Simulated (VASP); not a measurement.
Shape and ions are relaxed at each volume.

Energy against volume of MgF2 (rutile). Level of theory: MS2 meta-GGA, VASP's PBE PAW potentials (set 64) (plane waves; VASP 6.6.1).

```
V (Å³/atom)  E (eV/atom)
-----------  -----------
10.134          -8.14462
10.458          -8.15671
10.781          -8.16117
11.104          -8.15915
11.428          -8.15170
```

Fit a third-order Birch-Murnaghan equation of state.

The volume per atom is 10.83 Å³/atom and the bulk modulus comes out as 104 GPa. The pressure derivative of the bulk modulus comes out as 4.68.

The compound is MgF2 in the rutile structure. It was relaxed first.
